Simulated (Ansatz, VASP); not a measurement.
MoC4 in VASP and in Ansatz

INCAR

```
PREC     = Accurate       # precision mode
ENCUT    = 600            # plane-wave cutoff, eV
EDIFF    = 1E-6           # SCF threshold, eV
ISMEAR   = 0              # smearing method
SIGMA    = 0.1            # smearing width, eV
LREAL    = False          # projectors in reciprocal space
LASPH    = True           # aspherical terms in the spheres
NELM     = 100            # most SCF steps
ALGO     = Normal         # electronic algorithm
ISIF     = 3              # what is computed and relaxed
LWAVE    = False          # write WAVECAR
LCHARG   = False          # write CHGCAR
GGA      = PE             # functional
IBRION   = 2              # ionic algorithm
NSW      = 100            # ionic steps
EDIFFG   = -0.01          # ionic threshold
```

File KPOINTS:

```
regular mesh
0
Gamma
  10 10 10
```

Contents of POSCAR:

```
MoC4
1.0
    4.0679798360      0.0000000000      0.0000000000
    0.0000000000      4.0679798360      0.0000000000
    0.0000000000      0.0000000000      4.0679798360
Mo C
1 4
Direct
    0.0000000000      0.0000000000      0.0000000000
    0.5000000000      0.0000000000      0.0000000000
    0.0000000000      0.5000000000      0.0000000000
    0.0000000000      0.0000000000      0.5000000000
    0.5000000000      0.5000000000      0.5000000000
```

Input for Ansatz:

```yaml
crystal:
  lattice:
    - [4.067979836, 0.0, 0.0]
    - [0.0, 4.067979836, 0.0]
    - [0.0, 0.0, 4.067979836]
  atoms:
    - { symbol: Mo, position: [0.0, 0.0, 0.0] }
    - { symbol: C, position: [0.5, 0.0, 0.0] }
    - { symbol: C, position: [0.0, 0.5, 0.0] }
    - { symbol: C, position: [0.0, 0.0, 0.5] }
    - { symbol: C, position: [0.5, 0.5, 0.5] }
basis:
  ecutwfc: 420
kpoints:
  mp_grid: { grid: [10, 10, 10] }
hamiltonian:
  xc: pbe
scf:
  occupations: { method: gaussian, width: 0.1 }
output:
  forces: true
  stress: true
  eigenvalues: true
relax:
  adjacent_minimum: "off"
  f_tol: 0.01
  max_steps: 80
  cell: { stress_tol: 0.05 }
```

Alike in both runs: task relaxation of cell and atoms; functional PBE; k mesh 10 × 10 × 10; occupations gaussian, width 0.1 eV; no spin polarisation.

|  | VASP | Ansatz |
| --- | --- | --- |
| version | VASP 6.6.1 | Ansatz 0.2.0 |
| potentials or method | VASP PAW PBE potentials, release 64 (Mo_sv, C) | scalar-relativistic, plane waves, PAW |
| plane-wave cutoff (eV) | 600 | 420 |
| valence electrons in the cell | 30 | 30 |

```tsv
	VASP	Ansatz	Ansatz less VASP
gap on the k mesh at the Fermi level, each at its own relaxed structure (eV)	none	none	-
relaxed volume (Å³/atom)	13.46	13.46	0.000
relaxed cell length with the largest relative difference (Å)	4.068	4.068	0.0000
```

A gap of «none» marks a metal or a gap that the smearing closes.

Caveats: the relaxation stopped at its first step, so nothing moved.
